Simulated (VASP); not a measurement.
Calculation: r2SCAN meta-GGA, VASP's PBE PAW potentials (set 64) (plane waves; VASP).

The input files of a VASP run:

**INCAR**
```
MAGMOM=3.2 2*-0.7 0.7
LASPH=.True.   ! aspherical one-centre terms
ISMEAR=0   ! Gaussian
SYSTEM=Ni3Fe
LCHARG=.False.
LREAL=.False.
LWAVE=.False.
LMAXMIX=4   ! l cut-off of mixed one-centre charges
METAGGA=R2SCAN
ISIF=2
ALGO=Normal   ! blocked Davidson
EDIFF=1E-6
NELM=100
SIGMA=0.05
PREC=Accurate
LMIXTAU=.True.
LORBIT=11   ! lm-projected
ENCUT=400
ISPIN=2   ! spin-polarised
```

### POSCAR
```
Ni3Fe
1
    3.5100710905     0.0000000000     0.0000000000
    0.0000000000     3.5100710905    -0.0000000000
    0.0000000000    -0.0000000000     3.5100710905
Fe Ni
1 3
Direct
  0.0000000000   0.0000000000   0.0000000000
  0.0000000000   0.5000000000   0.5000000000
  0.5000000000   0.0000000000   0.5000000000
  0.5000000000   0.5000000000   0.0000000000
```

**KPOINTS**
```
kpoints
0
gamma
  10 10 10
```

POTCAR, in this order: Fe Ni (PBE.64 set). Program: vasp_std.

The resulting files:

File OUTCAR:
```
 ion  position               nearest neighbor table
   1  0.000  0.000  0.000-   2 2.48   3 2.48   4 2.48   2 2.48   3 2.48   2 2.48   4 2.48   2 2.48
                             3 2.48   4 2.48   3 2.48   4 2.48
   2  0.000  0.500  0.500-   1 2.48   3 2.48   4 2.48   1 2.48   4 2.48   1 2.48   3 2.48   1 2.48
                             3 2.48   4 2.48   4 2.48   3 2.48
   3  0.500  0.000  0.500-   1 2.48   2 2.48   4 2.48   1 2.48   4 2.48   2 2.48   4 2.48   4 2.48
                             1 2.48   2 2.48   1 2.48   2 2.48
   4  0.500  0.500  0.000-   1 2.48   2 2.48   3 2.48   2 2.48   3 2.48   1 2.48   3 2.48   3 2.48
                             1 2.48   2 2.48   2 2.48   1 2.48
  LATTYP: Found a simple cubic cell.
 ALAT       =     3.5100710905
 Subroutine PRICEL returns:
 Original cell was already a primitive cell.
 Subroutine GETGRP returns: Found 48 space group operations
The static configuration has the point symmetry O_h .
The dynamic configuration has the point symmetry O_h .
 Subroutine GETGRP returns: Found 16 space group operations
The overall configuration has the point symmetry D_4h.
 Subroutine INISYM returns: Found 16 space group operations
 Subroutine IBZKPT returns following result:
 Found    126 irreducible k-points:

 Following reciprocal coordinates:
            Coordinates               Weight
  0.000000  0.000000  0.000000      1.000000
...
```

### OSZICAR
```
       N       E                     dE             d eps       ncg     rms          rms(c)
DAV:   1     0.191921615433E+03    0.19192E+03   -0.15311E+04 12576   0.191E+03
DAV:   2    -0.465625580936E+02   -0.23848E+03   -0.23169E+03 12432   0.368E+02
DAV:   3    -0.591769318109E+02   -0.12614E+02   -0.12193E+02 13128   0.119E+02
DAV:   4    -0.593953281504E+02   -0.21840E+00   -0.21692E+00 13032   0.150E+01
DAV:   5    -0.594012694851E+02   -0.59413E-02   -0.59409E-02 16960   0.213E+00    0.231E+01
DAV:   6    -0.558701968048E+02    0.35311E+01   -0.84828E+01 13416   0.156E+02    0.438E+01
DAV:   7    -0.535351087893E+02    0.23351E+01   -0.37012E+01 15064   0.148E+02    0.227E+01
DAV:   8    -0.502251797696E+02    0.33099E+01   -0.12554E+01 14928   0.696E+01    0.670E+00
DAV:   9    -0.506779521437E+02   -0.45277E+00   -0.17708E+00 13064   0.191E+01    0.364E+00
DAV:  10    -0.507539524122E+02   -0.76000E-01   -0.52934E-01 14672   0.188E+01    0.358E+00
DAV:  11    -0.506806855913E+02    0.73267E-01   -0.23811E-01 13816   0.152E+01    0.151E+00
DAV:  12    -0.506904331602E+02   -0.97476E-02   -0.61624E-02 14128   0.350E+00    0.102E+00
DAV:  13    -0.506911252354E+02   -0.69208E-03   -0.91779E-03 14664   0.203E+00    0.399E-01
DAV:  14    -0.506917461510E+02   -0.62092E-03   -0.12565E-03 13936   0.540E-01    0.184E-01
DAV:  15    -0.506918563653E+02   -0.11021E-03   -0.24469E-04 13712   0.239E-01    0.135E-01
DAV:  16    -0.506918602166E+02   -0.38512E-05   -0.70883E-05 15944   0.161E-01    0.579E-02
DAV:  17    -0.506918694974E+02   -0.92808E-05   -0.33096E-05 18648   0.121E-01    0.149E-02
DAV:  18    -0.506918683975E+02    0.10998E-05   -0.55597E-06 11432   0.327E-02    0.658E-03
DAV:  19    -0.506918686413E+02   -0.24378E-06   -0.63220E-07  6112   0.169E-02
   1 F= -.50691869E+02 E0= -.50690194E+02  d E =-.334937E-02  mag=     5.2047
```

OUTCAR:
```
------------------------ aborting loop because EDIFF is reached ----------------------------------------
  FORCE on cell =-STRESS in cart. coord.  units (eV):
  Direction    XX          YY          ZZ          XY          YZ          ZX
  --------------------------------------------------------------------------------------
  Total       -0.0089612     -0.0089612     -0.0093567      0.0000000     -0.0000000     -0.0000000
  in kB       -0.3319926     -0.3319926     -0.3466438      0.0000000     -0.0000000     -0.0000000
  external PRESSURE =      -0.3368763 kB  Pullay stress =       0.0000000 kB
  volume of cell :       43.25
      direct lattice vectors                 reciprocal lattice vectors
     3.510071090  0.000000000  0.000000000     0.284894515  0.000000000  0.000000000
     0.000000000  3.510071090  0.000000000     0.000000000  0.284894515  0.000000000
     0.000000000  0.000000000  3.510071090     0.000000000  0.000000000  0.284894515
 POSITION                                       TOTAL-FORCE (eV/Angst)
 -----------------------------------------------------------------------------------
      0.00000      0.00000      0.00000         0.000000      0.000000      0.000000
      0.00000      1.75504      1.75504         0.000000      0.000000      0.000000
      1.75504      0.00000      1.75504         0.000000      0.000000      0.000000
      1.75504      1.75504      0.00000         0.000000      0.000000      0.000000
 -----------------------------------------------------------------------------------
    total drift:                                0.000000     -0.000000     -0.000000
  FREE ENERGIE OF THE ION-ELECTRON SYSTEM (eV)
  ---------------------------------------------------
  free  energy   TOTEN  =       -50.6918686413 eV

  energy  without entropy=      -50.6885192675  energy(sigma->0) =      -50.69019395

 total charge

# of ion       s       p       d       tot
------------------------------------------
    1        0.495   0.560   6.056   7.111
    2        0.535   0.566   8.332   9.434
    3        0.535   0.566   8.332   9.434
    4        0.535   0.566   8.333   9.434
--------------------------------------------------
tot          2.101   2.259  31.053  35.413

 magnetization (x)

# of ion       s       p       d       tot
------------------------------------------
    1        0.024  -0.013   3.146   3.158
    2       -0.021  -0.072   0.807   0.714
    3       -0.021  -0.072   0.807   0.714
    4       -0.021  -0.072   0.806   0.714
--------------------------------------------------
tot         -0.038  -0.229   5.566   5.299
```
(Selected blocks of OUTCAR.)

The compound is Ni3Fe in the L1_2 structure. It was relaxed first. VASP warned that the highest band is occupied, so more bands are needed.
